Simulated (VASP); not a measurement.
Given:

```
Te
1.0
    4.60135     0.00000     0.00000
   -2.30068     3.98489     0.00000
    0.00000     0.00000     5.90006
Te
3
Direct
  0.25916   0.00014   0.32859
  0.99841   0.25880   0.67336
  0.74243   0.74106   0.99804
```

The numbers are results of LDA (Ceperley-Alder, Perdew-Zunger), VASP's LDA PAW potentials (set 64) (plane waves; VASP), not measurements. Numerical set-up: 420 eV cut-off, 9×9×6 Γ-centred mesh, Gaussian smearing of 0.10 eV, potentials Te.

Energy and stress use the plane-wave basis of the starting cell.

Problem. The ions, cell shape and volume are relaxed. Give the cell that the relaxation ends in.

Solution. 
```
Te
1.0
    4.27335    -0.00004     0.00094
   -2.13671     3.70109    -0.00119
   -0.00276     0.00248     5.93972
Te
3
Direct
  0.28728   0.00002   0.33332
  0.00006   0.28731   0.66667
  0.71266   0.71267   0.00001
```
Space group P3_121 (152), at a tolerance of 0.03 Å.

Problem. How do energy and volume change from the first to the last step?

Solution. The energy (σ→0) changes by -59.5 meV/atom and the volume by -13.2 %, in 14 ionic steps.

The structure comes from a computed database's Te entry; how it stands against other phases isn't given here. In the starting cell atoms are displaced from their ideal sites. This run relaxes it. The run is one of a series of settings (EDIFF = 1E-09, EDIFFG = -0.005, ENCUT = 420, IBRION = 2, ISIF = 3, NSW = 50, KPOINTS 9×9×6 Γ-centred mesh against the base run), some of them coarse on purpose.
